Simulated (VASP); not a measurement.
All values below come from SCAN meta-GGA, VASP's PBE PAW potentials (set 64) (plane waves; VASP).

VASP input:

### INCAR
```
# general
SYSTEM  = Cs
PREC    = Accurate
ENCUT   = 520
LREAL   = .FALSE.
LASPH   = .TRUE.

# electronic loop
EDIFF   = 1E-6
NELM    = 100
ALGO    = Normal
LMAXMIX = 4
LMIXTAU = .TRUE.

# smearing
ISMEAR  = 1
SIGMA   = 0.1

# functional
METAGGA = SCAN

# ions
IBRION  = 2
NSW     = 60
ISIF    = 3
EDIFFG  = -0.01

# output
LWAVE   = .FALSE.
LCHARG  = .FALSE.
```

**POSCAR**
```
Cs
1.0
 -3.0500000000   3.0500000000   3.0500000000
  3.0500000000  -3.0500000000   3.0500000000
  3.0500000000   3.0500000000  -3.0500000000
Cs
1
Cartesian
  0.0000000000   0.0000000000   0.0000000000
```

### KPOINTS
```
Automatic mesh
0
Gamma
8 8 8
0 0 0
```

POTCAR, in this order: Cs_sv (PBE.64 set). Program: vasp_std.

Output of the run:

**OSZICAR**
```
...
DAV:  51    -0.377764879533E+02   -0.59731E-04   -0.16322E-04   464   0.122E-01    0.211E-03
DAV:  52    -0.377764466997E+02    0.41254E-04   -0.53885E-05   464   0.699E-02    0.129E-03
DAV:  53    -0.377764516991E+02   -0.49995E-05   -0.54886E-06   480   0.357E-02    0.148E-03
DAV:  54    -0.377764367672E+02    0.14932E-04   -0.13914E-05   472   0.390E-02    0.106E-03
DAV:  55    -0.377764253529E+02    0.11414E-04   -0.17080E-05   464   0.396E-02    0.570E-04
DAV:  56    -0.377764229895E+02    0.23634E-05   -0.40468E-06   528   0.275E-02    0.404E-04
DAV:  57    -0.377764207852E+02    0.22042E-05   -0.35714E-06   480   0.231E-02    0.255E-04
DAV:  58    -0.377764194474E+02    0.13378E-05   -0.20306E-06   488   0.155E-02    0.152E-04
DAV:  59    -0.377764189114E+02    0.53602E-06   -0.10649E-06   528   0.127E-02
   1 F= -.37776419E+02 E0= -.37775444E+02  d E =-.377764E+02
       N       E                     dE             d eps       ncg     rms          rms(c)
DAV:   1    -0.377866544798E+02   -0.10235E-01   -0.28529E-01   464   0.362E+00    0.450E-01
DAV:   2    -0.377814213157E+02    0.52332E-02   -0.34213E-02   464   0.170E+00    0.214E-01
DAV:   3    -0.377865146609E+02   -0.50933E-02   -0.52052E-02   464   0.387E+00    0.462E-02
DAV:   4    -0.377723119764E+02    0.14203E-01   -0.50896E-02   464   0.358E+00    0.389E-02
DAV:   5    -0.377844656008E+02   -0.12154E-01   -0.27887E-02   464   0.276E+00    0.167E-02
DAV:   6    -0.377768990484E+02    0.75666E-02   -0.34557E-02   464   0.296E+00    0.126E-02
DAV:   7    -0.377783237834E+02   -0.14247E-02   -0.19544E-03   464   0.693E-01    0.134E-02
DAV:   8    -0.377783395198E+02   -0.15736E-04   -0.17949E-05   632   0.473E-02    0.135E-02
DAV:   9    -0.377783387495E+02    0.77030E-06   -0.12841E-04   464   0.154E-01    0.116E-02
DAV:  10    -0.377781777133E+02    0.16104E-03   -0.37956E-03   464   0.104E+00    0.648E-03
DAV:  11    -0.377783091030E+02   -0.13139E-03   -0.37542E-03   464   0.981E-01    0.596E-03
DAV:  12    -0.377786842664E+02   -0.37516E-03   -0.66893E-03   464   0.122E+00    0.106E-02
DAV:  13    -0.377782544808E+02    0.42979E-03   -0.53693E-03   464   0.108E+00    0.859E-03
DAV:  14    -0.377780838481E+02    0.17063E-03   -0.11924E-03   464   0.504E-01    0.614E-03
DAV:  15    -0.377780784445E+02    0.54036E-05   -0.11639E-04   464   0.170E-01    0.414E-03
DAV:  16    -0.377780635389E+02    0.14906E-04   -0.40081E-05   464   0.103E-01    0.387E-03
DAV:  17    -0.377780723822E+02   -0.88433E-05   -0.47531E-05   464   0.110E-01    0.396E-03
DAV:  18    -0.377780434434E+02    0.28939E-04   -0.36949E-04   464   0.283E-01    0.382E-03
DAV:  19    -0.377780043209E+02    0.39122E-04   -0.96685E-05   464   0.161E-01    0.359E-03
DAV:  20    -0.377779868557E+02    0.17465E-04   -0.52085E-05   464   0.109E-01    0.284E-03
DAV:  21    -0.377779587850E+02    0.28071E-04   -0.10994E-04   464   0.146E-01    0.185E-03
DAV:  22    -0.377779566919E+02    0.20931E-05   -0.39243E-05   464   0.933E-02    0.144E-03
DAV:  23    -0.377779569567E+02   -0.26479E-06   -0.53319E-07   736   0.106E-02
   2 F= -.37777957E+02 E0= -.37777007E+02  d E =-.153805E-02
       N       E                     dE             d eps       ncg     rms          rms(c)
DAV:   1    -0.377916957586E+02   -0.13739E-01   -0.41132E-01   464   0.434E+00    0.539E-01
DAV:   2    -0.377835635979E+02    0.81322E-02   -0.43061E-02   464   0.187E+00    0.256E-01
DAV:   3    -0.377890624056E+02   -0.54988E-02   -0.58901E-02   464   0.381E+00    0.550E-02
DAV:   4    -0.377728641259E+02    0.16198E-01   -0.61964E-02   464   0.346E+00    0.454E-02
DAV:   5    -0.377859274027E+02   -0.13063E-01   -0.37922E-02   464   0.275E+00    0.220E-02
DAV:   6    -0.377794099644E+02    0.65174E-02   -0.52869E-02   464   0.297E+00    0.196E-02
DAV:   7    -0.377797272187E+02   -0.31725E-03   -0.82063E-04   464   0.450E-01    0.189E-02
DAV:   8    -0.377801103881E+02   -0.38317E-03   -0.65878E-04   464   0.340E-01    0.136E-02
DAV:   9    -0.377798060926E+02    0.30430E-03   -0.75671E-03   464   0.121E+00    0.283E-03
DAV:  10    -0.377795120734E+02    0.29402E-03   -0.19206E-03   464   0.591E-01    0.503E-03
DAV:  11    -0.377795099779E+02    0.20955E-05   -0.46907E-06   696   0.197E-02    0.558E-03
DAV:  12    -0.377795236518E+02   -0.13674E-04   -0.36603E-05   464   0.814E-02    0.541E-03
DAV:  13    -0.377795555760E+02   -0.31924E-04   -0.47678E-05   464   0.101E-01    0.502E-03
DAV:  14    -0.377794714589E+02    0.84117E-04   -0.12885E-03   464   0.377E-01    0.109E-02
DAV:  15    -0.377794225323E+02    0.48927E-04   -0.14983E-03   464   0.611E-01    0.134E-02
DAV:  16    -0.377793859710E+02    0.36561E-04   -0.45524E-04   464   0.314E-01    0.140E-02
DAV:  17    -0.377793457906E+02    0.40180E-04   -0.33542E-04   464   0.271E-01    0.135E-02
DAV:  18    -0.377793375384E+02    0.82522E-05   -0.51230E-04   464   0.324E-01    0.103E-02
DAV:  19    -0.377793229159E+02    0.14622E-04   -0.21529E-04   464   0.235E-01    0.964E-03
DAV:  20    -0.377793096607E+02    0.13255E-04   -0.78185E-05   464   0.137E-01    0.974E-03
DAV:  21    -0.377793094884E+02    0.17227E-06   -0.35060E-05   464   0.902E-02    0.959E-03
DAV:  22    -0.377793084127E+02    0.10757E-05   -0.10389E-04   464   0.144E-01    0.862E-03
DAV:  23    -0.377793012338E+02    0.71790E-05   -0.14632E-04   464   0.180E-01    0.502E-03
DAV:  24    -0.377792866989E+02    0.14535E-04   -0.11600E-04   464   0.157E-01    0.283E-03
DAV:  25    -0.377792871464E+02   -0.44747E-06   -0.66759E-05   464   0.124E-01    0.207E-03
DAV:  26    -0.377792831269E+02    0.40194E-05   -0.55422E-05   464   0.114E-01    0.161E-03
DAV:  27    -0.377792804181E+02    0.27088E-05   -0.61563E-05   464   0.115E-01    0.828E-04
DAV:  28    -0.377792754019E+02    0.50162E-05   -0.40642E-05   464   0.101E-01    0.306E-04
DAV:  29    -0.377792723967E+02    0.30052E-05   -0.19533E-05   464   0.722E-02    0.103E-04
DAV:  30    -0.377792717509E+02    0.64582E-06   -0.59557E-06   464   0.399E-02
   3 F= -.37779272E+02 E0= -.37778353E+02  d E =-.285284E-02
       N       E                     dE             d eps       ncg     rms          rms(c)
DAV:   1    -0.378259085169E+02   -0.46636E-01   -0.16033E+00   464   0.844E+00    0.107E+00
DAV:   2    -0.377899346896E+02    0.35974E-01   -0.11384E-01   464   0.298E+00    0.505E-01
DAV:   3    -0.377674915957E+02    0.22443E-01   -0.67776E-02   504   0.339E+00    0.112E-01
DAV:   4    -0.377787178279E+02   -0.11226E-01   -0.46042E-02   464   0.305E+00    0.850E-02
DAV:   5    -0.377829781902E+02   -0.42604E-02   -0.30294E-02   464   0.259E+00    0.343E-02
DAV:   6    -0.377802457588E+02    0.27324E-02   -0.37759E-02   464   0.275E+00    0.157E-02
DAV:   7    -0.377800633781E+02    0.18238E-03   -0.37793E-03   464   0.997E-01    0.108E-02
DAV:   8    -0.377800597777E+02    0.36004E-05   -0.10820E-03   464   0.469E-01    0.936E-03
DAV:   9    -0.377805637729E+02   -0.50400E-03   -0.49516E-03   464   0.937E-01    0.338E-03
DAV:  10    -0.377802365613E+02    0.32721E-03   -0.25255E-03   464   0.675E-01    0.227E-03
DAV:  11    -0.377803517588E+02   -0.11520E-03   -0.19125E-03   464   0.763E-01    0.237E-03
DAV:  12    -0.377802665635E+02    0.85195E-04   -0.19355E-04   464   0.221E-01    0.212E-03
DAV:  13    -0.377802510682E+02    0.15495E-04   -0.88660E-04   464   0.428E-01    0.191E-03
DAV:  14    -0.377802815358E+02   -0.30468E-04   -0.30928E-04   464   0.266E-01    0.104E-03
DAV:  15    -0.377802560377E+02    0.25498E-04   -0.85707E-04   464   0.448E-01    0.519E-04
DAV:  16    -0.377801861004E+02    0.69937E-04   -0.43892E-04   464   0.312E-01    0.487E-04
DAV:  17    -0.377801741612E+02    0.11939E-04   -0.23933E-05   480   0.666E-02    0.296E-04
DAV:  18    -0.377801664445E+02    0.77167E-05   -0.60263E-05   464   0.125E-01    0.204E-04
DAV:  19    -0.377801613255E+02    0.51190E-05   -0.84959E-05   464   0.135E-01    0.240E-04
DAV:  20    -0.377801599722E+02    0.13533E-05   -0.22746E-05   464   0.659E-02    0.505E-05
DAV:  21    -0.377801593596E+02    0.61253E-06   -0.73674E-06   480   0.382E-02
   4 F= -.37780159E+02 E0= -.37779298E+02  d E =-.374045E-02
```

### OUTCAR
```
------------------------ aborting loop because EDIFF is reached ----------------------------------------
  FORCE on cell =-STRESS in cart. coord.  units (eV):
  Direction    XX          YY          ZZ          XY          YZ          ZX
  --------------------------------------------------------------------------------------
  Total       -0.0077502     -0.0077502     -0.0077502      0.0000000     -0.0000000      0.0000000
  in kB       -0.1018172     -0.1018172     -0.1018172      0.0000000     -0.0000000      0.0000000
  external PRESSURE =      -0.1018172 kB  Pullay stress =       0.0000000 kB
  volume of cell :      121.96
      direct lattice vectors                 reciprocal lattice vectors
    -3.124018072  3.124018072  3.124018072     0.000000000  0.160050291  0.160050291
     3.124018072 -3.124018072  3.124018072     0.160050291  0.000000000  0.160050291
     3.124018072  3.124018072 -3.124018072     0.160050291  0.160050291  0.000000000
 POSITION                                       TOTAL-FORCE (eV/Angst)
 -----------------------------------------------------------------------------------
      3.12402      3.12402      3.12402        -0.000000     -0.000000      0.000000
 -----------------------------------------------------------------------------------
    total drift:                               -0.000000     -0.000000      0.000000
  FREE ENERGIE OF THE ION-ELECTRON SYSTEM (eV)
  ---------------------------------------------------
  free  energy   TOTEN  =       -37.7801593596 eV

  energy  without entropy=      -37.7775749955  energy(sigma->0) =      -37.77929790

 reached required accuracy - stopping structural energy minimisation
```
(Selected blocks of OUTCAR.)

**CONTCAR**
```
Cs
   1.00000000000000
    -3.1240180715993766    3.1240180715993766    3.1240180715993766
     3.1240180715993766   -3.1240180715993766    3.1240180715993766
     3.1240180715993766    3.1240180715993766   -3.1240180715993766
  Cs
     1
Direct
     1.0000000000000000    1.0000000000000000    1.0000000000000000
```

OUTCAR:
```
 val. band max:        0.3715665219   @ k =   0.2500   0.2500   0.0000

 cond. band min:       0.4203893747   @ k =   0.3750   0.1250   0.0000


 Fermi energy:         0.3922028930

 k-point     1 :       0.0000    0.0000    0.0000
  band No.  band energies     occupation
      1     -24.4964      2.00000
      2     -10.8048      2.00000
      3     -10.8048      2.00000
      4     -10.8048      2.00000
      5      -1.3553      2.00000
      6       3.1416      0.00000
      7       3.1416      0.00000
      8       3.1416      0.00000

 k-point     2 :       0.1250    0.0000    0.0000
  band No.  band energies     occupation
      1     -24.4956      2.00000
      2     -10.8222      2.00000
      3     -10.8103      2.00000
      4     -10.8048      2.00000
      5      -1.1849      2.00000
      6       2.9125      0.00000
      7       2.9443      0.00000
      8       3.3101      0.00000

 k-point     3 :       0.2500    0.0000    0.0000
  band No.  band energies     occupation
      1     -24.4936      2.00000
      2     -10.8634      2.00000
      3     -10.8237      2.00000
      4     -10.8049      2.00000
      5      -0.7069      2.00000
      6       2.2358     -0.00000
      7       2.5866      0.00000
      8       3.8046      0.00000

 k-point     4 :       0.3750    0.0000    0.0000
  band No.  band energies     occupation
      1     -24.4917      2.00000
      2     -10.9037      2.00000
      3     -10.8369      2.00000
      4     -10.8050      2.00000
      5      -0.0317      2.00000
      6       1.5645     -0.00000
      7       2.3163     -0.00000
      8       3.9309      0.00000

 k-point     5 :       0.5000    0.0000    0.0000
  band No.  band energies     occupation
      1     -24.4909      2.00000
      2     -10.9201      2.00000
      3     -10.8424      2.00000
      4     -10.8050      2.00000
      5       0.4836     -0.02742
      6       1.1126     -0.00000
      7       2.2198     -0.00000
...
```

Energy and stress use the plane-wave basis of the starting cell. Unless said otherwise, spin-orbit coupling is left out, though it shifts the bands of the heavy elements here.

The compound is Cs in the bcc structure. This run relaxes it. Symmetry was kept, so distortions that lower it aren't found.
